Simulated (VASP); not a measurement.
Input:

```xyz
2
Lattice="2.7424 0.0000 0.0000 -1.3712 2.3750 0.0000 0.0000 0.0000 4.4525" Properties=species:S:1:pos:R:3 pbc="T T T"
Si     0.0000     1.5833     1.1131
Si     1.3712     0.7917     3.3394
```

Computed with r2SCAN meta-GGA, VASP's PBE PAW potentials (set 64) (plane waves; VASP 6.6.1). Numerical set-up: 400 eV cut-off, 14×14×8 Γ-centred mesh, first-order Methfessel-Paxton smearing of 0.10 eV, potentials Si.

Energy and stress use the plane-wave basis of the starting cell.

**Question.** The ions, cell shape and volume are relaxed. Which structure does the run end with?

**Answer.** 
```xyz
2
Lattice="2.6190 0.0000 0.0000 -1.3095 2.2681 0.0000 0.0000 0.0000 4.6054" Properties=species:S:1:pos:R:3 pbc="T T T"
Si     0.0000     1.5121     1.1514
Si     1.3095     0.7560     3.4541
```
Space group P6_3/mmc (194), at a tolerance of 0.03 Å.

**Question.** How do energy and volume change from the first to the last step?

**Answer.** The energy (σ→0) changes by -25.4 meV/atom and the volume by -5.7 %, in 16 ionic steps.

The structure was generated: Si was put into the hcp type (P6_3/mmc), which need not be its known phase. This run relaxes it. Symmetry was kept, so distortions that lower it aren't found.
